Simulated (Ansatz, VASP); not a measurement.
# Cross-check of Zr2NF2 (Zr2NF2 MXene monolayer) between VASP and Ansatz

One calculation is typed for both programs; each brings its own data sets. How far apart do they land? The cell is taken from a series of runs on this material, whose earlier steps may have relaxed, scaled, displaced or heated it; both programs get it as it stands.

Program: Ansatz 0.2.0. Level of theory: plane waves, with VASP 6.6.1 beside it; single point at PBE with D3(BJ). Results are calculated unless marked as measured.

### Step 1. Set-up

The cell holds 5 atoms: 2 F, 2 Zr and 1 N. Its edges and angles: a = 3.273 Å, b = 3.273 Å, c = 22.997 Å, α = 90.0°, β = 90.0°, γ = 120.0°. Vacuum lies along c.

### Step 2. Ansatz: single point, PBE with D3(BJ)

Ansatz runs on its PAW soft_1 files.

With cell and atoms fixed, the geometry can't cause a difference; cores, projectors, grids and the points listed under the comparison can.

The input, input.yaml:

```yaml
crystal:
  lattice:
    - [3.2729027383, 0.0, 0.0]
    - [-1.6364513691, 2.8344169155, 0.0]
    - [0.0, 0.0, 22.9973675066]
  atoms:
    - { symbol: F, position: [0.3333333333, 0.6666666667, 0.3913491402] }
    - { symbol: Zr, position: [0.6666666667, 0.3333333333, 0.4493003681] }
    - { symbol: "N", position: [0.0, 0.0, 0.5] }
    - { symbol: Zr, position: [0.3333333333, 0.6666666667, 0.5506996319] }
    - { symbol: F, position: [0.6666666667, 0.3333333333, 0.6086508598] }
kpoints:
  mp_grid: { grid: [18, 18, 1] }
  band_path:
    path: [[0, 0, 0], [0.5, 0, 0], [0.33333333, 0.33333333, 0], [0, 0, 0]]
    npoints: 16
hamiltonian:
  xc: pbe
  dispersion: d3bj
  pseudopotentials: { kind: paw, azcp: { folder: soft_1 } }
scf:
  occupations: { method: fermi_dirac, width: 0.02585 }
  convergence: { dr2_threshold: 1.0e-10 }
efield:
  axis: 3
  dipole_correction: true
  ramp_position: 0.97
  ramp_width: 0.06
  amplitude: 0
output:
  dos: { projected: true, e_range: [-6, 5] }
  write_potential: true
  write_density: true
  volumetric_format: npy
  elf: true
```

The run is started by

```bash
> ansatz run input.yaml --threads 2 --pin off --max-ram 3072MiB --backend cpu --events-out ev --progress --plain --runs-dir out
```

Numbers of over 12 decimals in the logs are rounded to 6 here.

The program printed:

```text
Engine: ansatz 0.2.0, aarch64-unknown-linux-gnu
Pseudopotentials: kind: paw
Pseudopotential: F, paw, valence charge 7, recommended cutoff 420 eV (normal), soft_1/F.paw.azcp
Pseudopotential: Zr, paw, valence charge 12, recommended cutoff 420 eV (normal), soft_1/Zr.paw.azcp
Pseudopotential: N, paw, valence charge 5, recommended cutoff 420 eV (normal), soft_1/N.paw.azcp
Functional definition: PBE
  parameter kappa = 0.804
  parameter beta = 0.066725
  exchange = pbe_x(kappa = kappa, mu = beta*pi^2/3)
  correlation = pbe_c(beta = beta)
Crystal: 5 atoms, lattice volume = 213.341 Å³
Basis set: ecut = 420 eV, 4229 PW (Γ)
Bands: 27, of which v1, the nominal top of the filled ones, is band 22 counted from 1 (21 counted from 0)
Symmetry: 6 space group operations
k-points: 37 of 324 (time reversal used)
Non-local potential: F, projectors of the file, l = 0: 2, l = 1: 2, l = 2: 1
Non-local potential: Zr, projectors of the file, l = 0: 3, l = 1: 2, l = 2: 2, l = 3: 1
Non-local potential: N, projectors of the file, l = 0: 2, l = 1: 2, l = 2: 1
PAW form: soft (Blöchl's): semilocal exchange-correlation on the pseudo side does not see the compensation charge
PAW one-centre angular grid: F, 110 points (default); XC on 64 Gauss nodes
PAW one-centre angular grid: Zr, 590 points (default); XC on 64 Gauss nodes
PAW one-centre angular grid: N, 110 points (default); XC on 64 Gauss nodes
Initial density: superposition of atomic densities (neutral atoms: chi_scale 0, normalization atom)
Initial wavefunctions: pseudopotential atomic-orbital guess
Functional: x = pbe(κ = 0.804, μ = 0.219515), c = pbe(β = 0.066725)
SCF iter   1: F=—  HF=-10380.421823 eV  |F-HF|=—  |Δ(HF+E_count)|=         —  Δρ=6.85e-2  dr2=1.58e1  ethr=3.10e-3  p=0.000 e·Å  D=2.87e-14 V/Å  ΔV_dip=-0.00 eV  dr2_dipole=8.56e-8  V_vac-E_F(+/−)=7.14/7.14 eV  ⟨swp⟩=9.0  Hψ=5540  notcnv=0
efield: sawtooth ramp at fractional position 0.9700 (set: `efield.ramp_position`, or a place that a band, a saddle search or an elastic batch's reference lends), width 0.0600; the density the first Hamiltonian is built on has a dipole p = 0.000 e·Å; the dipole correction subtracts the counter field D = 2.87e-14 V/Å, which shifts the + side's vacuum level by -0.00 eV against the − side's; the planar-averaged density in the ramp window peaks in size at 1.2e-6 e/Å³
preconditioner: auto → LDOS  [insulator: Δε(μ)=0.105 eV  Ē_g=10.284 eV  σ=0.026 eV  W_gap=0.75  n_scr=14 (ndim 8)  ℏωp=12.2 eV  f_vac=0.663  D(μ)=1.13/eV (n_scr^D=6)  ε∞_Penn≈2.4  β→1.0]
SCF iter   2: F=—  HF=-10381.301771 eV  |F-HF|=—  |Δ(HF+E_count)|=   8.80e-1  Δρ=1.01e-1  dr2=2.27e1  ethr=3.10e-3  p=0.000 e·Å  D=6.26e-5 V/Å  ΔV_dip=-0.00 eV  dr2_dipole=5.39e-7  V_vac-E_F(+/−)=1.61/1.62 eV  ⟨swp⟩=5.6  Hψ=3060  notcnv=0  defer=37
SCF iter   3: F=—  HF=-10376.327220 eV  |F-HF|=—  |Δ(HF+E_count)|=    4.97e0  Δρ=1.88e-2  dr2=4.39e-1  ethr=3.10e-3  p=0.000 e·Å  D=1.83e-5 V/Å  ΔV_dip=-0.00 eV  dr2_dipole=2.56e-8  V_vac-E_F(+/−)=3.66/3.66 eV  ⟨swp⟩=4.9  Hψ=2926  notcnv=0  defer=30
SCF iter   4: F=—  HF=-10376.289365 eV  |F-HF|=—  |Δ(HF+E_count)|=   3.79e-2  Δρ=5.23e-3  dr2=8.72e-2  ethr=1.02e-3  p=-0.000 e·Å  D=-7.24e-8 V/Å  ΔV_dip=0.00 eV  dr2_dipole=3.11e-10  V_vac-E_F(+/−)=3.23/3.23 eV  ⟨swp⟩=2.2  Hψ=1905  notcnv=0  defer=30
SCF iter   5: F=—  HF=-10376.263220 eV  |F-HF|=—  |Δ(HF+E_count)|=   2.61e-2  Δρ=1.30e-3  dr2=5.36e-3  ethr=2.03e-4  p=-0.000 e·Å  D=-5.71e-7 V/Å  ΔV_dip=0.00 eV  dr2_dipole=1.48e-11  V_vac-E_F(+/−)=3.51/3.51 eV  ⟨swp⟩=3.3  Hψ=1888  notcnv=0  defer=30
SCF iter   6: F=—  HF=-10376.262158 eV  |F-HF|=—  |Δ(HF+E_count)|=   1.06e-3  Δρ=3.15e-4  dr2=1.00e-4  ethr=1.25e-5  p=0.000 e·Å  D=2.56e-7 V/Å  ΔV_dip=-0.00 eV  dr2_dipole=9.15e-12  V_vac-E_F(+/−)=3.59/3.59 eV  ⟨swp⟩=2.8  Hψ=1962  notcnv=0  defer=30
SCF iter   7: F=—  HF=-10376.262341 eV  |F-HF|=—  |Δ(HF+E_count)|=   1.83e-4  Δρ=1.11e-4  dr2=1.73e-5  ethr=2.34e-7  p=0.000 e·Å  D=9.24e-9 V/Å  ΔV_dip=-0.00 eV  dr2_dipole=6.26e-14  V_vac-E_F(+/−)=3.60/3.60 eV  ⟨swp⟩=2.7  Hψ=1897  notcnv=0  defer=30
SCF iter   8: F=—  HF=-10376.262345 eV  |F-HF|=—  |Δ(HF+E_count)|=   4.81e-6  Δρ=2.93e-5  dr2=1.63e-6  ethr=4.02e-8  p=-0.000 e·Å  D=-6.50e-8 V/Å  ΔV_dip=0.00 eV  dr2_dipole=1.28e-13  V_vac-E_F(+/−)=3.59/3.59 eV  ⟨swp⟩=2.5  Hψ=1856  notcnv=0  defer=30
SCF iter   9: F=—  HF=-10376.262249 eV  |F-HF|=—  |Δ(HF+E_count)|=   9.62e-5  Δρ=7.00e-6  dr2=6.84e-8  ethr=3.78e-9  p=-0.000 e·Å  D=-1.65e-8 V/Å  ΔV_dip=0.00 eV  dr2_dipole=6.78e-14  V_vac-E_F(+/−)=3.59/3.59 eV  ⟨swp⟩=2.5  Hψ=1840  notcnv=0  defer=30
SCF iter  10: F=—  HF=-10376.262249 eV  |F-HF|=—  |Δ(HF+E_count)|=   1.55e-7  Δρ=1.63e-6  dr2=5.80e-9  ethr=1.59e-10  p=-0.000 e·Å  D=-1.79e-8 V/Å  ΔV_dip=0.00 eV  dr2_dipole=2.18e-15  V_vac-E_F(+/−)=3.59/3.59 eV  ⟨swp⟩=2.1  Hψ=1616  notcnv=0  defer=30
SCF iter  11: F=—  HF=-10376.262249 eV  |F-HF|=—  |Δ(HF+E_count)|=   6.60e-9  Δρ=3.41e-7  dr2=1.52e-10  ethr=1.35e-11  p=-0.000 e·Å  D=-5.84e-9 V/Å  ΔV_dip=0.00 eV  dr2_dipole=4.62e-14  V_vac-E_F(+/−)=3.59/3.59 eV  ⟨swp⟩=2.8  Hψ=1897  notcnv=0  defer=30
SCF iter  12: F=-10376.262249 eV  HF=-10376.262249 eV  |F-HF|=2.55e-11  |Δ(HF+E_count)|=  2.42e-10  Δρ=7.75e-8  dr2=8.16e-12  ethr=1.00e-12  p=-0.000 e·Å  D=-9.14e-9 V/Å  ΔV_dip=0.00 eV  dr2_dipole=2.53e-15  V_vac-E_F(+/−)=3.59/3.59 eV  ⟨swp⟩=10.4  Hψ=3990  notcnv=0
SCF 1 converged in 12 iterations: F = -10376.262249 eV  dr2 = 8.16e-12
  greatest PAW one-centre occupation: 0.997 electrons in one spin orbital (limit 2), on the Zr atom at site 1 (counted from 0), in its partial waves of l = 0
NSCF: frozen V_eff on 49 k-points
efield: sawtooth ramp at fractional position 0.9700 (kept from the solve that this one continues, or follows in the run), width 0.0600; the density the first Hamiltonian is built on has a dipole p = -0.000 e·Å; the dipole correction subtracts the counter field D = -9.14e-9 V/Å, which shifts the + side's vacuum level by +0.00 eV against the − side's; the planar-averaged density in the ramp window peaks in size at 9.1e-7 e/Å³
WARN: The output density's exchange-correlation potential varies sharply where the density is thin. Do not read a vacuum level from v_tot or v_xc, or from such a field of the output density. On a cell that repeats whose density bears no net charge and no dipole along the vacuum's axis use v_es (v_loc + v_h of the components); under efield.dipole_correction with no amplitude use v_es + v_field, which holds any externa [...]
SCF converged after 12 iterations
Free energy (F): -10376.262249 eV
Harris-Foulkes:  -10376.262249 eV  (|F-HF|=2.55e-11)
Internal energy: -10376.257453 eV  (E = F + TS)
E sigma→0 (E₀):  -10376.259851 eV
Entropy (-TS):   -0.004796 eV (-0.959 meV/atom)
Fermi energy:    1.740154 eV
Dipole field:    D = 0.000000 V/Å  (p = 0.000000 e·Å, saw-weighted, corrected)
Work function:   Φ+ = 3.5907 eV   Φ− = 3.5908 eV
Levels:          The Fermi level and band energies are counted from a zero that moves with the ramp; work functions are not
--- Per-component energies (eV) ---
  E_band       = -725.006800
  E_kinetic    = 1164.184959
  E_local      = -40155.189408  (includes V_loc(G=0)·N_el)
  E_nonlocal   = 358.256906
  E_hartree    = 19452.833337
  E_xc         = -526.610646
  E_vxc        = -643.582126  (∫ρ·V_xc dr)
  E_paw        = -6465.501405  (= ΣΔE_a)
  E_vpaw       = -354.346040  (= ΣTr[D̂ρ^β])
  E_aug_tail   = 0.002204  (compensation charges beyond the density's cutoff)
  E_efield     = 0.000000  (sawtooth field / dipole correction)
  E_vefield    = 0.000000  (∫n·V_field dr)
  E_ewald      = 15796.789919
  E_disp       = -1.023318  (pairwise vdW)
  E_smearing   = -0.004796  (= −TS)
  E_closure    = -0.000000  (closes the sum)
  Σ components = -10376.262249   (vs F -10376.262249, Δ=0.00e0)
--- Band table (eV; the first three rows and the last of 37) ---
  k-point 0: bands = [... 18 lower, -3.6505, -3.6505, 1.1837, 1.1837, 1.9574, 2.9317, 2.9750, 3.9931, ... 1 higher]
  k-point 1: bands = [... 18 lower, -3.7095, -3.6615, 1.0538, 1.2471, 1.9512, 3.0659, 3.0820, 3.6860, ... 1 higher]
  k-point 2: bands = [... 18 lower, -3.8471, -3.6878, 0.7463, 1.4334, 1.9456, 3.2599, 3.3721, 3.4832, ... 1 higher]
  k-point 36: bands = [... 18 lower, -4.1159, -3.6990, 1.5635, 1.7164, 1.7164, 3.9191, 4.5354, 4.5354, ... 1 higher]
```

The column dr2 measures how far the density is from self-consistency, as an energy; F and HF (Harris–Foulkes) agree once it is small.

### Step 3. VASP: single point, PBE with D3(BJ)

The same cell, functional, mesh and smearing now go to VASP, with its own data sets.

Lines of VASP's logs that name or quote its potential files are left out, and so is its time.

The input, INCAR:

```
SYSTEM = Zr2NF2
PREC = Accurate
ENCUT = 520
EDIFF = 1E-06
NELM = 120
ISMEAR = -1
SIGMA = 0.02585
LREAL = .FALSE.
ALGO = Normal
GGA = PE
IVDW = 12
NBANDS = 27
LASPH = .TRUE.
LORBIT = 11
LWAVE = .FALSE.
LCHARG = .FALSE.
ISIF = 2
LDIPOL = .TRUE.
IDIPOL = 3
DIPOL = 0.5 0.5 0.5
LVHAR = .TRUE.
GGA_COMPAT = .FALSE.
NELMDL = -8
KPAR = 2
```

The input, POSCAR:

```
Zr2NF2
1.0
    3.2729027383      0.0000000000      0.0000000000
   -1.6364513691      2.8344169155      0.0000000000
    0.0000000000      0.0000000000     22.9973675066
F Zr N
2 2 1
Direct
    0.3333333333      0.6666666667      0.3913491402
    0.6666666667      0.3333333333      0.6086508598
    0.6666666667      0.3333333333      0.4493003681
    0.3333333333      0.6666666667      0.5506996319
    0.0000000000      0.0000000000      0.5000000000
```

The input, KPOINTS:

```
Automatic mesh
0
Gamma
18 18 1
0 0 0
```

Potentials, in the order of the species: F, Zr_sv and N (PBE family, release 64).

The run is started by

```bash
> mpirun -np 2 vasp_std
```

The program printed:

```text
[banner, memory and clock lines left out]
running    2 mpi-ranks, on    1 nodes
 distrk:  each k-point on    1 cores,    2 groups
 distr:  one band on    1 cores,    1 groups

 POSCAR found type information on POSCAR F ZrN
 POSCAR found :  3 types and       5 ions
 LDA part: xc-table for (Slater+PW92), standard interpolation
 POSCAR, INCAR and KPOINTS ok, starting setup
 FFT: planning ... GRIDC
 FFT: planning ... GRID_SOFT
 FFT: planning ... GRID
 WAVECAR not read
 entering main loop
       N       E                     dE             d eps       ncg     rms          rms(c)
DAV:   1     0.464080897837E+03    0.46408E+03   -0.21899E+04  2310   0.135E+03
DAV:   2    -0.101614255251E+01   -0.46510E+03   -0.45829E+03  2539   0.392E+02
DAV:   3    -0.449340230996E+02   -0.43918E+02   -0.43564E+02  2860   0.116E+02
DAV:   4    -0.475171034297E+02   -0.25831E+01   -0.25673E+01  3379   0.255E+01
DAV:   5    -0.476337650603E+02   -0.11666E+00   -0.11659E+00  2932   0.346E+00
DAV:   6    -0.476354136604E+02   -0.16486E-02   -0.16467E-02  2985   0.504E-01
DAV:   7    -0.476354707645E+02   -0.57104E-04   -0.57093E-04  2892   0.760E-02
DAV:   8    -0.476354721624E+02   -0.13979E-05   -0.13979E-05  2948   0.131E-02    0.292E+01
DAV:   9    -0.415149130596E+02    0.61206E+01   -0.34281E+01  2486   0.373E+01    0.122E+01
DAV:  10    -0.414531939290E+02    0.61719E-01   -0.27011E+00  2907   0.946E+00    0.592E+00
DAV:  11    -0.414128470935E+02    0.40347E-01   -0.27759E-01  2598   0.346E+00    0.817E-01
DAV:  12    -0.414018231147E+02    0.11024E-01   -0.10761E-01  2492   0.148E+00    0.514E-01
DAV:  13    -0.413951280007E+02    0.66951E-02   -0.27547E-02  2585   0.102E+00    0.172E-01
DAV:  14    -0.413938971309E+02    0.12309E-02   -0.32670E-03  2708   0.360E-01    0.769E-02
[...]
DAV:  18    -0.413937459333E+02   -0.35545E-03   -0.89639E-05  2761   0.437E-02    0.128E-02
DAV:  19    -0.413939927951E+02   -0.24686E-03   -0.49657E-05  2289   0.306E-02    0.787E-03
DAV:  20    -0.413941304120E+02   -0.13762E-03   -0.66313E-06  2219   0.121E-02    0.464E-03
DAV:  21    -0.413941956315E+02   -0.65219E-04   -0.30771E-06  2187   0.800E-03    0.130E-03
DAV:  22    -0.413942191553E+02   -0.23524E-04   -0.11246E-06  2025   0.454E-03    0.915E-04
DAV:  23    -0.413942253623E+02   -0.62070E-05   -0.25230E-07  1900   0.234E-03    0.567E-04
DAV:  24    -0.413942273204E+02   -0.19581E-05   -0.10805E-07  1724   0.148E-03    0.197E-04
DAV:  25    -0.413942280891E+02   -0.76870E-06   -0.47972E-08  1664   0.805E-04
   1 F= -.42417432E+02 E0= -.42415036E+02  d E =-.479142E-02
```

Parts of OUTCAR (step 3):

```text
ion  position               nearest neighbor table
   1  0.333  0.667  0.391-   3 2.31   3 2.31   3 2.31
   2  0.667  0.333  0.609-   4 2.31   4 2.31   4 2.31
   3  0.667  0.333  0.449-   5 2.22   5 2.22   5 2.22   1 2.31   1 2.31   1 2.31   4 3.00   4 3.00
                             4 3.00
   4  0.333  0.667  0.551-   5 2.22   5 2.22   5 2.22   2 2.31   2 2.31   2 2.31   3 3.00   3 3.00
                             3 3.00
   5  0.000  0.000  0.500-   3 2.22   4 2.22   4 2.22   3 2.22   3 2.22   4 2.22

  LATTYP: Found a hexagonal cell.
 ALAT       =     3.2729027383
 C/A-ratio  =     7.0265966775

 Subroutine GETGRP returns: Found 12 space group operations
 (whereof 12 operations were pure point group operations)

The static configuration has the point symmetry D_3d.

 Found     37 irreducible k-points:

   k-points           NKPTS =     37   k-points in BZ     NKDIM =     37   number of bands    NBANDS=     27

   dimension x,y,z NGX =    24 NGY =   24 NGZ =  180
   dimension x,y,z NGXF=    48 NGYF=   48 NGZF=  360

   ENCUT  =  520.0 eV  38.22 Ry    6.18 a.u.   6.09  6.09 42.76*2*pi/ulx,y,z

   NELECT =      43.0000    total number of electrons

 k-points in reciprocal lattice and weights: Automatic mesh
   0.00000000  0.00000000  0.00000000       0.003
   0.05555556  0.00000000  0.00000000       0.019
   0.11111111  0.00000000  0.00000000       0.019
   0.16666667  0.00000000  0.00000000       0.019
   0.22222222  0.00000000  0.00000000       0.019
   0.27777778  0.00000000  0.00000000       0.019
   0.33333333  0.00000000  0.00000000       0.019
   0.38888889  0.00000000  0.00000000       0.019
   0.44444444  0.00000000  0.00000000       0.019
[...]
0.33333333  0.27777778  0.00000000       0.037
   0.33333333  0.33333333  0.00000000       0.006

 dipolmoment           0.000000      0.000000      0.000000 electrons x Angstroem

 average (electrostatic) potential at core
       1 -81.9255       2 -81.9255       3 -84.3503       4 -84.3503       5 -70.0294

 E-fermi :   0.3033

 k-point     1 :       0.0000    0.0000    0.0000
  band No.  band energies     occupation
    ...
     18      -5.4834      2.00000
     19      -5.0877      2.00000
     20      -5.0877      2.00000
     21      -0.2537      2.00000
     22      -0.2537      2.00000
     23       0.5235      0.00040
     24       1.5017      0.00000
     25       1.5464      0.00000
     26       2.5591      0.00000
     27       2.5805      0.00000

 k-point     2 :       0.0556    0.0000    0.0000
  band No.  band energies     occupation
    ...
     18      -5.4619      2.00000
     19      -5.1469      2.00000
     20      -5.0987      2.00000
     21      -0.3835      2.00000
     22      -0.1903      2.00000
     23       0.5169      0.00052
     24       1.6380      0.00000
     25       1.6519      0.00000
     26       2.2534      0.00000
     27       2.4965      0.00000

 k-point     3 :       0.1111    0.0000    0.0000
  band No.  band energies     occupation
    ...
     18      -5.4173      2.00000
     19      -5.2847      2.00000
     20      -5.1252      2.00000
     21      -0.6909      2.00000
     22      -0.0039      1.99999
     23       0.5105      0.00066
     24       1.8303      0.00000
     25       1.9393      0.00000
     26       2.0555      0.00000
     27       2.4990      0.00000

 Edisp (eV)   -1.02320

  Total       0.01751     0.01751     0.01315     0.00000     0.00000     0.00000
  in kB       0.13147     0.13147     0.09873     0.00000     0.00000     0.00000
  external pressure =        0.12 kB  Pullay stress =        0.00 kB

  energy-cutoff  :      520.00
  volume of cell :      213.34
      direct lattice vectors                 reciprocal lattice vectors
     3.272902738  0.000000000  0.000000000     0.305539174  0.176403124  0.000000000
    -1.636451369  2.834416915  0.000000000     0.000000000  0.352806249  0.000000000
     0.000000000  0.000000000 22.997367507     0.000000000  0.000000000  0.043483238

 POSITION                                       TOTAL-FORCE (eV/Angst)
 -----------------------------------------------------------------------------------
     -0.00000      1.88961      9.00000        -0.000000      0.000000     -0.017710
      1.63645      0.94481     13.99737         0.000000     -0.000000      0.017710
      1.63645      0.94481     10.33273         0.000000     -0.000000     -0.019663
     -0.00000      1.88961     12.66464        -0.000000      0.000000      0.019663
      0.00000      0.00000     11.49868        -0.000000      0.000000      0.000000
 -----------------------------------------------------------------------------------
    total drift:                                0.000000      0.000000      0.000000

  FREE ENERGIE OF THE ION-ELECTRON SYSTEM (eV)
  ---------------------------------------------------
  free  energy   TOTEN  =       -42.4174316424 eV

  energy  without entropy=      -42.4126402185  energy(sigma->0) =      -42.41503593

 vacuum level on the upper side and lower side of the slab         3.924         3.924

 total charge
# of ion       s       p       d       tot
------------------------------------------
    1        1.736   4.350   0.000   6.086
    2        1.736   4.350   0.000   6.086
    3        2.142   6.000   1.772   9.914
    4        2.142   6.000   1.772   9.914
    5        1.245   2.498   0.000   3.743
--------------------------------------------------
tot          9.001  23.198   3.545  35.744

[... 3 further parts left out ...]
```

### Step 4. Side by side

Known differences besides the potentials themselves: the cutoff is 420 eV in Ansatz and 520 eV in VASP. Total energies have different zeros and are not compared.

Compared:

| quantity | Ansatz | VASP | difference |
| --- | --- | --- | --- |
| work function, lower of the two faces (eV) | 3.59 | 3.62 | -0.03 |
| work function, higher of the two faces (eV) | 3.59 | 3.62 | -0.03 |

With vacuum in the cell, a pressure given here is an average over mostly empty space and none of the material.

### Step 5. Outcome

```yaml
difference_in_work_function_lower_of_the_two_faces_single_point_pbe_with_d3_bj: -0.030 eV
```

What this shows: The difference in work function, lower of the two faces is -0.030 eV (single point, PBE with D3(BJ)). Such differences can come from data sets, numerical settings and the points named under the comparisons, not from the functional's error against experiment.

[Lines on the potential files, build, host, timing and source positions are cut from VASP's logs without a mark.]

[Logs are printed without paths, hosts, clocks, repeated set-up lines and the standing remarks that a program may print on its own settings, such as how far it seeks lower states.]

[Hosts, paths, dates, database ids (printed as entryN), source tags and the programs' standing remarks are cut or masked in the printed files.]
